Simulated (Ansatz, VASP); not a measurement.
# Cross-check of WCl2 (WCl2 (Cmce)) between VASP and Ansatz

Wanted: the spread between two codes on one cell, functional and k mesh. Of the first pair: The structure shown is the start of the Ansatz relaxation below; VASP solves that cell, so the two are compared at the walk's first step.

Main program and level: Ansatz 0.2.0; plane waves, with VASP 6.6.1 beside it; single point at PBEsol.

## 1. Set-up

The structure is orthorhombic, space group Cmce (No. 64). Conventional cell: a = 14.716 Å, b = 11.449 Å, c = 11.428 Å, α = 90.00°, β = 90.00°, γ = 90.00°. W has 5 Cl at 2.39 to 2.52 Å and 4 W at 2.61 Å nearest. Nearest to W lie 5 Cl at 2.50 to 2.52 Å and 4 W at 2.61 Å. Nearest to Cl lie 1 W at 2.39 Å. Cl has 3 W at 2.50 to 2.52 Å nearest. Cl has 2 W at 2.52 Å nearest. Farther neighbours and most contacts between anions are not listed.

## 2. Ansatz: relaxation, PBEsol

Ansatz runs on its PAW soft_1 files.

The two programs are compared at the cell with which this relaxation starts, whose forces are those of its first step.

Contents of input.yaml:

```yaml
crystal:
  lattice:
    - [7.3579422, -5.7246899, 0.0]
    - [7.3579422, 5.7246899, 0.0]
    - [0.0, 0.0, 11.4284789]
  atoms:
    - { symbol: W, position: [0.12556074, 0.12556074, 0.0] }
    - { symbol: W, position: [0.87443926, 0.87443926, 0.0] }
    - { symbol: W, position: [0.37443926, 0.37443926, 0.5] }
    - { symbol: W, position: [0.62556074, 0.62556074, 0.5] }
    - { symbol: W, position: [0.56832973, 0.43167027, 0.35405891] }
    - { symbol: W, position: [0.43167027, 0.56832973, 0.64594109] }
    - { symbol: W, position: [0.93167027, 0.06832973, 0.85405891] }
    - { symbol: W, position: [0.06832973, 0.93167027, 0.14594109] }
    - { symbol: W, position: [0.8543288, 0.1456712, 0.06843196] }
    - { symbol: W, position: [0.1456712, 0.8543288, 0.93156804] }
    - { symbol: W, position: [0.6456712, 0.3543288, 0.56843196] }
    - { symbol: W, position: [0.3543288, 0.6456712, 0.43156804] }
    - { symbol: Cl, position: [0.2877589, 0.2877589, 0.0] }
    - { symbol: Cl, position: [0.7122411, 0.7122411, 0.0] }
    - { symbol: Cl, position: [0.2122411, 0.2122411, 0.5] }
    - { symbol: Cl, position: [0.7877589, 0.7877589, 0.5] }
    - { symbol: Cl, position: [0.04449748, 0.19464213, 0.2070822] }
    - { symbol: Cl, position: [0.95550252, 0.80535787, 0.7929178] }
    - { symbol: Cl, position: [0.45550252, 0.30535787, 0.7070822] }
    - { symbol: Cl, position: [0.30535787, 0.45550252, 0.2929178] }
    - { symbol: Cl, position: [0.54449748, 0.69464213, 0.2929178] }
    - { symbol: Cl, position: [0.69464213, 0.54449748, 0.7070822] }
    - { symbol: Cl, position: [0.19464213, 0.04449748, 0.7929178] }
    - { symbol: Cl, position: [0.80535787, 0.95550252, 0.2070822] }
    - { symbol: Cl, position: [0.64963244, 0.35036756, 0.1492727] }
    - { symbol: Cl, position: [0.35036756, 0.64963244, 0.8507273] }
    - { symbol: Cl, position: [0.85036756, 0.14963244, 0.6492727] }
    - { symbol: Cl, position: [0.14963244, 0.85036756, 0.3507273] }
    - { symbol: Cl, position: [0.08699569, 0.67360208, 0.07510234] }
    - { symbol: Cl, position: [0.91300431, 0.32639792, 0.92489766] }
    - { symbol: Cl, position: [0.41300431, 0.82639792, 0.57510234] }
    - { symbol: Cl, position: [0.82639792, 0.41300431, 0.42489766] }
    - { symbol: Cl, position: [0.58699569, 0.17360208, 0.42489766] }
    - { symbol: Cl, position: [0.17360208, 0.58699569, 0.57510234] }
    - { symbol: Cl, position: [0.67360208, 0.08699569, 0.92489766] }
    - { symbol: Cl, position: [0.32639792, 0.91300431, 0.07510234] }
basis:
  ecutwfc: 420
  xc_grid: 2
hamiltonian:
  xc: pbesol
  pseudopotentials: { kind: paw, azcp: { folder: soft_1 }, xc_functional: pbe }
kpoints:
  mp_grid: { grid: [3, 3, 3] }
scf:
  occupations: { method: fermi_dirac, width: 0.01 }
  max_iter: 150
output:
  forces: true
  stress: true
relax:
  f_tol: 0.01
  max_steps: 60
  cell: {}
checkpoint:
  write: "../pbesol.run"
  compress: false
  write_wavefunctions: false
  write_every: 100000
```

Command:

```console
$ ansatz run input.yaml --threads 4 --pin off --max-ram 7536MiB --backend cpu --events-out ev --progress --plain --runs-dir out
```

Numbers of over 12 decimals in the logs are rounded to 6 here.

Log:

```text
Engine: ansatz 0.2.0, aarch64-unknown-linux-gnu
Pseudopotentials: kind: paw
Pseudopotential: W, paw, valence charge 14, recommended cutoff 420 eV (normal), soft_1/W.paw.azcp
Pseudopotential: Cl, paw, valence charge 7, recommended cutoff 420 eV (normal), soft_1/Cl.paw.azcp
Functional definition: PBEsol
  exchange = pbesol_x
  correlation = pbesol_c
Crystal: 36 atoms, lattice volume = 962.779 Å³
Basis set: ecut = 420 eV, 18865 PW (Γ), exchange–correlation on 128×128×160 points (8 copies of the dense FFT grid, shifted against one another)
Bands: 204, of which v1, the nominal top of the filled ones, is band 168 counted from 1 (167 counted from 0)
Symmetry: 8 space group operations
Space group: Cmce (ITA 64), of the structure as read, at distance tolerance 9.9e-5 Å
k-points: 8 of 27
Non-local potential: W, projectors of the file, l = 0: 3, l = 1: 2, l = 2: 2, l = 3: 1
Non-local potential: Cl, projectors of the file, l = 0: 2, l = 1: 2, l = 2: 1
PAW form: soft (Blöchl's): semilocal exchange-correlation on the pseudo side does not see the compensation charge
PAW frozen core: W, regenerated for the run's functional, and the local potential with it (the file was generated under x = pbe(κ = 0.804, μ = 0.219515), c = pbe(β = 0.066725))
PAW frozen core: Cl, regenerated for the run's functional, and the local potential with it (the file was generated under x = pbe(κ = 0.804, μ = 0.219515), c = pbe(β = 0.066725))
PAW one-centre angular grid: W, 590 points (default); XC on 64 Gauss nodes
PAW one-centre angular grid: Cl, 110 points (default); XC on 64 Gauss nodes
Initial density: superposition of atomic densities (chi_scale 0.1, normalization cell, long waves kept (reshape's long-wave potential 0.33 eV rms))
Initial wavefunctions: pseudopotential atomic-orbital guess
Functional: x = pbesol(κ = 0.804, μ = 0.123457), c = pbesol(β = 0.046)
SCF iter   1: F=—  HF=-148641.891397 eV  |F-HF|=—  |Δ(HF+E_count)|=         —  Δρ=8.78e-2  dr2=4.18e2  ethr=3.10e-3  ⟨swp⟩=6.4  Hψ=7280  notcnv=0
preconditioner: auto → Resta (q_TF=auto, 2.289 Å⁻¹)  ε∞=6.6  [insulator: Δε(μ)=1.180 eV  Ē_g=7.847 eV  σ=0.010 eV  W_gap=1.00  n_scr=192 (ndim 8)  ℏωp=18.5 eV  f_vac=0.186  D(μ)=0.00/eV (n_scr^D=0)  ε∞_Penn≈6.6]
SCF iter   2: F=—  HF=-148582.148061 eV  |F-HF|=—  |Δ(HF+E_count)|=    5.97e1  Δρ=3.62e-2  dr2=1.50e1  ethr=3.10e-3  ⟨swp⟩=5.0  Hψ=4250  notcnv=0  defer=219
SCF iter   3: F=—  HF=-148578.326609 eV  |F-HF|=—  |Δ(HF+E_count)|=    3.82e0  Δρ=1.67e-2  dr2=3.80e0  ethr=3.10e-3  ⟨swp⟩=2.9  Hψ=2633  notcnv=0  defer=220
SCF iter   4: F=—  HF=-148577.320077 eV  |F-HF|=—  |Δ(HF+E_count)|=    1.01e0  Δρ=3.18e-3  dr2=2.63e-1  ethr=1.13e-3  ⟨swp⟩=4.1  Hψ=2388  notcnv=0  defer=220
SCF iter   5: F=—  HF=-148577.371230 eV  |F-HF|=—  |Δ(HF+E_count)|=   5.12e-2  Δρ=2.27e-3  dr2=1.35e-1  ethr=7.83e-5  ⟨swp⟩=6.6  Hψ=2815  notcnv=0  defer=224
SCF iter   6: F=—  HF=-148577.376140 eV  |F-HF|=—  |Δ(HF+E_count)|=   4.91e-3  Δρ=1.12e-3  dr2=3.04e-2  ethr=4.02e-5  ⟨swp⟩=8.0  Hψ=2861  notcnv=0  defer=225
SCF iter   7: F=—  HF=-148577.392724 eV  |F-HF|=—  |Δ(HF+E_count)|=   1.66e-2  Δρ=3.35e-4  dr2=2.94e-3  ethr=9.05e-6  ⟨swp⟩=5.8  Hψ=2430  notcnv=0  defer=225
SCF iter   8: F=—  HF=-148577.399085 eV  |F-HF|=—  |Δ(HF+E_count)|=   6.36e-3  Δρ=9.52e-5  dr2=2.22e-4  ethr=8.74e-7  ⟨swp⟩=3.6  Hψ=2420  notcnv=0  defer=224
SCF iter   9: F=—  HF=-148577.399734 eV  |F-HF|=—  |Δ(HF+E_count)|=   6.49e-4  Δρ=4.95e-5  dr2=6.41e-5  ethr=6.60e-8  ⟨swp⟩=2.6  Hψ=2455  notcnv=0  defer=222
SCF iter  10: F=—  HF=-148577.400565 eV  |F-HF|=—  |Δ(HF+E_count)|=   8.31e-4  Δρ=5.32e-5  dr2=7.14e-5  ethr=1.91e-8  ⟨swp⟩=2.1  Hψ=2374  notcnv=0  defer=221
SCF iter  11: F=—  HF=-148577.400563 eV  |F-HF|=—  |Δ(HF+E_count)|=   2.10e-6  Δρ=7.75e-6  dr2=1.42e-6  ethr=1.91e-8  ⟨swp⟩=2.0  Hψ=2162  notcnv=0  defer=221
SCF iter  12: F=—  HF=-148577.400566 eV  |F-HF|=—  |Δ(HF+E_count)|=   3.39e-6  Δρ=2.94e-6  dr2=2.65e-7  ethr=4.22e-10  ⟨swp⟩=2.0  Hψ=2304  notcnv=0  defer=221
SCF iter  13: F=-148577.400567 eV  HF=-148577.400567 eV  |F-HF|=4.54e-8  |Δ(HF+E_count)|=   4.09e-7  Δρ=1.19e-6  dr2=4.19e-8  ethr=2.98e-11  ⟨swp⟩=5.0  Hψ=5880  notcnv=0
SCF 1 converged in 13 iterations: F = -148577.400567 eV  dr2 = 4.19e-8
  greatest PAW one-centre occupation: 0.999 electrons in one spin orbital (limit 2), on the W atom at site 3 (counted from 0), in its partial waves of l = 0
relax step   1: F+E_penalty+E_count = -148577.40056687 eV  Δ(F+E_penalty+E_count) = +0.000e0 eV  max|allowed force component| = 4.200e-1 eV/Å  Δτ_max = 0.0000 Å  P = -1.823 GPa  Ω = 962.779 Å³  (13 SCF iters, dr2 threshold 1.00e-7 eV, accepted)
Crystal: 36 atoms, lattice volume = 956.638 Å³
Basis set: ecut = 420 eV, 18679 PW (Γ), exchange–correlation on 128×128×160 points (8 copies of the dense FFT grid, shifted against one another)
Initial density: handed on by an earlier stage of this run
[...]
Initial wavefunctions: pseudopotential atomic-orbital guess (no wavefunctions were taken with the density)
iter 1 solved again at ethr=6.29e-7 eV; its pass at ethr=3.10e-3 eV (dr2=2.11e-3 eV) is discarded
SCF iter   1: F=—  HF=-148577.640586 eV  |F-HF|=—  |Δ(HF+E_count)|=         —  Δρ=5.41e-5  dr2=1.87e-6  ethr=6.29e-7  ⟨swp⟩=4.2  Hψ=12236  notcnv=0
[...]
basis re-selected at this cell: Δ(F+E_penalty+E_count) = -1.739e-3 eV, ΔP = +0.001 GPa vs the last step (what re-selecting the basis moved, of the pressure what is left beyond the Pulay correction that the steps carried, after the strain that the cell walked since its last selection, with what the two solves' SCF thresholds leave and, on support functions, any second-order correction that the steps lacked; it is no m [...]
SCF converged after 5 iterations
Free energy (F): -148577.641790 eV
Harris-Foulkes:  -148577.641790 eV  (|F-HF|=6.69e-10)
Internal energy: -148577.641790 eV  (E = F + TS)
E sigma→0 (E₀):  -148577.641790 eV
Fermi energy:    6.436862 eV
--- Per-component energies (eV) ---
  E_band       = -4198.743603
  E_kinetic    = 8770.619051
  E_local      = -40677.451974  (includes V_loc(G=0)·N_el)
  E_nonlocal   = 494.164294
  E_hartree    = 17411.224221
  E_xc         = -5743.237199
  E_vxc        = -5557.293264  (∫ρ·V_xc dr)
  E_paw        = -116816.985926  (= ΣΔE_a)
  E_vpaw       = -2051.234085  (= ΣTr[D̂ρ^β])
  E_aug_tail   = 0.004601  (compensation charges beyond the density's cutoff)
  E_ewald      = -12020.523523
  E_core_change = 4.544666  (= ΣΔE_core)
  E_smearing   = -0.000000  (= −TS)
  E_closure    = 0.000000  (closes the sum)
  Σ components = -148577.641790   (vs F -148577.641790, Δ=0.00e0)
--- Forces (eV/Å), atoms counted from 1 ---
  atom   1  W      0.00118503    -0.00000000     0.00000000
  atom   2  W     -0.00118503     0.00000000    -0.00000000
  atom   3  W     -0.00118503    -0.00000000     0.00000000
  atom   4  W      0.00118503     0.00000000    -0.00000000
  atom   5  W     -0.00000000     0.00045350    -0.00309620
  atom   6  W      0.00000000    -0.00045350     0.00309620
  atom   7  W      0.00000000    -0.00045350    -0.00309620
  atom   8  W     -0.00000000     0.00045350     0.00309620
  atom   9  W     -0.00000000     0.00018690     0.00161342
  atom  10  W      0.00000000    -0.00018690    -0.00161342
  atom  11  W      0.00000000    -0.00018690     0.00161342
  atom  12  W     -0.00000000     0.00018690    -0.00161342
  atom  13  Cl     0.00112519     0.00000000     0.00000000
  atom  14  Cl    -0.00112519     0.00000000    -0.00000000
  atom  15  Cl    -0.00112519    -0.00000000     0.00000000
  atom  16  Cl     0.00112519     0.00000000    -0.00000000
  atom  17  Cl     0.00066242    -0.00031255     0.00010065
  atom  18  Cl    -0.00066242     0.00031255    -0.00010065
  atom  19  Cl    -0.00066242     0.00031255     0.00010065
  atom  20  Cl    -0.00066242    -0.00031255    -0.00010065
  atom  21  Cl     0.00066242    -0.00031255    -0.00010065
  atom  22  Cl     0.00066242     0.00031255     0.00010065
  atom  23  Cl     0.00066242     0.00031255    -0.00010065
  atom  24  Cl    -0.00066242    -0.00031255     0.00010065
[...]
atom  29  Cl    -0.00075091    -0.00081464    -0.00030612
  atom  30  Cl     0.00075091     0.00081464     0.00030612
  atom  31  Cl     0.00075091     0.00081464    -0.00030612
  atom  32  Cl     0.00075091    -0.00081464     0.00030612
  atom  33  Cl    -0.00075091    -0.00081464     0.00030612
  atom  34  Cl    -0.00075091     0.00081464    -0.00030612
  atom  35  Cl    -0.00075091     0.00081464     0.00030612
  atom  36  Cl     0.00075091    -0.00081464    -0.00030612
  max |Σ_I F_I| component: 4.66e-18 eV/Å
--- Stress (GPa, compression-positive) ---
        0.012428       0.000000      -0.000000
        0.000000       0.002156       0.000000
       -0.000000       0.000000       0.005666
  P = ⅓ Tr σ = 0.0067 GPa (0.067 kbar)
--- Relaxed structure (6 steps of the walk, 6 accepted, 1 SCFs on fresh bases) ---
  F+E_penalty+E_count = -148577.64178959 eV   max|allowed force component| = 3.096e-3 eV/Å   (the final SCF, on the basis selected at the relaxed cell)
  cell:  # Å, volume = 974.0915 Å³
    - [7.551027, -5.679208, -8.17525498745311e-18]
    - [7.551027, 5.679208, -8.175254987453098e-18]
    - [-1.269794279251441e-17, 0, 11.357322]
  atoms:
    - { symbol: W, position: [0.122501, 0.122501, 2.4767212836997187e-19] }
    - { symbol: W, position: [0.877499, 0.877499, -1.8969695948754994e-19] }
    - { symbol: W, position: [0.377499, 0.377499, 0.500000] }
    - { symbol: W, position: [0.622501, 0.622501, 0.500000] }
    - { symbol: W, position: [0.569259, 0.430741, 0.353454] }
    - { symbol: W, position: [0.430741, 0.569259, 0.646546] }
    - { symbol: W, position: [0.930741, 0.069259, 0.853454] }
    - { symbol: W, position: [0.069259, 0.930741, 0.146546] }
    - { symbol: W, position: [0.853452, 0.146548, 0.069243] }
    - { symbol: W, position: [0.146548, 0.853452, 0.930757] }
    - { symbol: W, position: [0.646548, 0.353452, 0.569243] }
    - { symbol: W, position: [0.353452, 0.646548, 0.430757] }
    - { symbol: Cl, position: [0.279780, 0.279780, 5.993128018078472e-19] }
    - { symbol: Cl, position: [0.720220, 0.720220, -5.413376329254254e-19] }
    - { symbol: Cl, position: [0.220220, 0.220220, 0.500000] }
    - { symbol: Cl, position: [0.779780, 0.779780, 0.500000] }
    - { symbol: Cl, position: [0.041314, 0.188944, 0.205427] }
    - { symbol: Cl, position: [0.958686, 0.811056, 0.794573] }
    - { symbol: Cl, position: [0.458686, 0.311056, 0.705427] }
    - { symbol: Cl, position: [0.311056, 0.458686, 0.294573] }
    - { symbol: Cl, position: [0.541314, 0.688944, 0.294573] }
    - { symbol: Cl, position: [0.688944, 0.541314, 0.705427] }
    - { symbol: Cl, position: [0.188944, 0.041314, 0.794573] }
    - { symbol: Cl, position: [0.811056, 0.958686, 0.205427] }
    - { symbol: Cl, position: [0.649651, 0.350349, 0.149636] }
    - { symbol: Cl, position: [0.350349, 0.649651, 0.850364] }
    - { symbol: Cl, position: [0.850349, 0.149651, 0.649636] }
    - { symbol: Cl, position: [0.149651, 0.850349, 0.350364] }
    - { symbol: Cl, position: [0.090244, 0.679467, 0.073798] }
    - { symbol: Cl, position: [0.909756, 0.320533, 0.926202] }
    - { symbol: Cl, position: [0.409756, 0.820533, 0.573798] }
    - { symbol: Cl, position: [0.820533, 0.409756, 0.426202] }
    - { symbol: Cl, position: [0.590244, 0.179467, 0.426202] }
    - { symbol: Cl, position: [0.179467, 0.590244, 0.573798] }
    - { symbol: Cl, position: [0.679467, 0.090244, 0.926202] }
    - { symbol: Cl, position: [0.320533, 0.909756, 0.073798] }
```

In the SCF lines HF is the Harris–Foulkes energy and dr2 the Hartree energy of the density residual, in eV; the loop may stop once dr2 is under the threshold and the program's other checks hold. Hψ counts applications of the Hamiltonian.

[end of part 1 of 2]

[Lines on the potential files, build, host, timing and source positions are cut from VASP's logs without a mark.]

[Logs are printed without paths, hosts, clocks, repeated set-up lines and the standing remarks that a program may print on its own settings, such as how far it seeks lower states.]

[Hosts, paths, dates, database ids (printed as entryN), source tags and the programs' standing remarks are cut or masked in the printed files.]
